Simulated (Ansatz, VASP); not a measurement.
# W (dimer W chain) in two plane-wave programs, part 2 of 2

One calculation is typed for both programs; each brings its own data sets. How far apart do they land? The cell is taken from a series of runs on this material, whose earlier steps may have relaxed, scaled, displaced or heated it; both programs get it as it stands.

VASP 6.6.1 and Ansatz 0.2.0.

So far: Ansatz: single point, PBE; VASP: single point, PBE; Comparison; What the set-up changes; VASP: single point, RPBE; Ansatz: single point, RPBE.

## 9. Ansatz: single point, PBEsol

Level of this step: Ansatz beside VASP: Kohn-Sham DFT, plane waves, PBEsol (Ansatz).

A single point gives forces, pressure and levels at one fixed geometry, so differences don't come from the geometry; what else differs is listed under the comparison. The cell compared in this pair holds 268.25 Å³, against 274.22 Å³ for the pair before.

The cell is taken from a series of runs on this material, whose earlier steps may have relaxed, scaled, displaced or heated it; both programs get it as it stands.

Input file input.yaml:

```yaml
crystal:
  lattice:
    - [7.5, 0.0, 0.0]
    - [0.0, 7.5, 0.0]
    - [0.0, 0.0, 4.7688340022]
  atoms:
    - { symbol: W, position: [0.5, 0.5, 0.016896791] }
    - { symbol: W, position: [0.5, 0.5, 0.433103209] }
kpoints:
  mp_grid: { grid: [1, 1, 17] }
  band_path: { path: ["Γ", Z], npoints: 60 }
scf:
  occupations: { method: fermi_dirac, width: 0.05 }
hamiltonian:
  xc: pbesol
output:
  transmission:
    e_range: [-2, 2]
    de: 0.035
    kmesh: [1, 1]
    reduced_basis: true
    leads: [[0, 0]]
  dos: { projected: true, e_range: [-6, 4] }
```

Run with:

```bash
ansatz run input.yaml --threads 4 --pin off --max-ram 8192MiB --backend cpu --events-out ev --progress --plain --runs-dir out
```

Numbers of over 12 decimals in the logs are rounded to 6 here.

Output:

```text
[...]
Crystal: 2 atoms, lattice volume = 268.247 Å³
Basis set: ecut = 420 eV, 5239 PW (Γ)
Bands: 18, of which v1, the nominal top of the filled ones, is band 14 counted from 1 (13 counted from 0)
Symmetry: 16 space group operations
[...]
k-points: 9 of 17
[...]
k-point 8: bands = [... 10 lower, -2.8424, -2.2235, -1.3874, -1.3698, -0.5328, -0.2966, -0.2966, 0.1987]
--- Transmission ---
  basis      : 497 plane waves across, 6 finite elements along
  points     : 1, standing for a mesh of 1 x 1
[...]
crystal 0  : W2, at the sites [0, 0], period 4.7688 Å: whole cells are its period
[...]
filled         : 0.1 meV over the level at which it is neutral
    channels       : 0.000000e0 a spin
[...]
slowest decay  : 0.1394 /Å at (0.0000, 0.0000)
[key lines of the parts left out:]
SCF converged after 8 iterations
Free energy (F): -20501.516792 eV
Fermi energy:    -0.934414 eV
```

## 10. VASP: single point, PBEsol

The same cell, functional, mesh and smearing now go to VASP, with its own data sets.

Input file INCAR:

```
SYSTEM = W
PREC = Accurate
ENCUT = 520
EDIFF = 1E-06
NELM = 120
ISMEAR = -1
SIGMA = 0.05
LREAL = .FALSE.
ALGO = Normal
GGA = PS
NBANDS = 12
LASPH = .TRUE.
LORBIT = 11
LWAVE = .FALSE.
LCHARG = .FALSE.
ISIF = 2
GGA_COMPAT = .FALSE.
EFERMI = MIDGAP
KPAR = 2
```

Input file POSCAR:

```
W
1.0
    7.5000000000      0.0000000000      0.0000000000
    0.0000000000      7.5000000000      0.0000000000
    0.0000000000      0.0000000000      4.7688340022
W
2
Direct
    0.5000000000      0.5000000000      0.0168967910
    0.5000000000      0.5000000000      0.4331032090
```

Input file KPOINTS:

```
Automatic mesh
0
Gamma
1 1 17
0 0 0
```

The projector-augmented-wave data sets are W (PBE family, release 64).

Run with:

```bash
mpirun -np 2 vasp_std
```

Output:

```text
[banner, memory and clock lines left out]
running    2 mpi-ranks, on    1 nodes
[...]
[... a notice as in an earlier step ...]

 LDA part: xc-table for (Slater+PW92), standard interpolation
 POSCAR, INCAR and KPOINTS ok, starting setup
[...]
entering main loop
       N       E                     dE             d eps       ncg     rms          rms(c)
DAV:   1     0.509626763597E+02    0.50963E+02   -0.32168E+03   216   0.660E+02
DAV:   2    -0.824133855624E+01   -0.59204E+02   -0.55913E+02   428   0.933E+01
DAV:   3    -0.176375854038E+02   -0.93962E+01   -0.90563E+01   284   0.500E+01
DAV:   4    -0.179147209450E+02   -0.27714E+00   -0.27346E+00   296   0.968E+00
[...]
DAV:  13    -0.168657676810E+02   -0.90857E-04   -0.46241E-05   216   0.440E-02    0.305E-03
DAV:  14    -0.168657725125E+02   -0.48315E-05   -0.49378E-06   232   0.152E-02    0.100E-03
DAV:  15    -0.168657726230E+02   -0.11053E-06   -0.50181E-07   276   0.487E-03
   1 F= -.16865773E+02 E0= -.16865593E+02  d E =-.359437E-03
```

Parts of OUTCAR (step 10):

```text
  Total       -0.3876102     -0.3876102    -10.6063958      0.0000000      0.0000000      0.0000000
  in kB       -2.3151069     -2.3151069    -63.3495712      0.0000000      0.0000000      0.0000000
  external PRESSURE =     -22.6599283 kB  Pullay stress =       0.0000000 kB

 POSITION                                       TOTAL-FORCE (eV/Angst)
 -----------------------------------------------------------------------------------
      3.75000      3.75000      0.08058         0.000000     -0.000000      5.247420
      3.75000      3.75000      2.06540         0.000000      0.000000     -5.247420
 -----------------------------------------------------------------------------------
    total drift:                                0.000000     -0.000000     -0.000000

  FREE ENERGIE OF THE ION-ELECTRON SYSTEM (eV)
  ---------------------------------------------------
  free  energy   TOTEN  =       -16.8657726230 eV

  energy  without entropy=      -16.8654131861  energy(sigma->0) =      -16.86559290

[... 1 part as in an earlier step ...]

[... 2 further parts left out ...]
[key lines of the parts left out:]
E-fermi :  -2.7392
```

## 11. Differences

What differs besides the data sets and the points named for the pairs above, as far as they apply: the data sets hold 28 valence electrons in Ansatz (on its default PAW (the set named soft_2) files) and 12 in VASP. Total energies have different zeros and are not compared.

The two programs side by side:

```
              quantity  Ansatz   VASP  difference
gap on the k mesh (eV)   0.837  0.686      +0.151
```

A gap on the mesh is an upper bound, since the band edges may lie between its points; neither run holds spin-orbit coupling, which can move the band edges of a compound of W.

## 12. Outcome

| Item | Value |
| --- | --- |
| difference in gap on the k mesh (single point, PBE) | 0.13 eV |
| difference in gap on the k mesh (single point, RPBE) | 0.10 eV |
| difference in gap on the k mesh (single point, PBEsol) | 0.15 eV |

**Reading.** The difference in gap on the k mesh is 0.15 eV (single point, PBEsol), beyond the 0.08 eV picked in this series as the mark of a large difference. The data sets hold unlike numbers of valence electrons (28 in Ansatz and 12 in VASP), so part of the differences comes from the potentials. Single point, PBE, VASP with the data sets W_sv and a cutoff of 400 eV: the difference in gap on the k mesh goes from 0.13 to 0.068 eV. What causes the difference of the single point, RPBE pair stays open here. What causes the difference of the single point, PBEsol pair stays open here. 2 further runs of this series are not shown here. How closely two codes agree says nothing of how well the functional describes the real material.

[Lines on the potential files, build, host, timing and source positions are cut from VASP's logs without a mark.]

[Logs are printed without paths, hosts, clocks, repeated set-up lines and the standing remarks that a program may print on its own settings, such as how far it seeks lower states.]

[Hosts, paths, dates, database ids (printed as entryN), source tags and the programs' standing remarks are cut or masked in the printed files.]
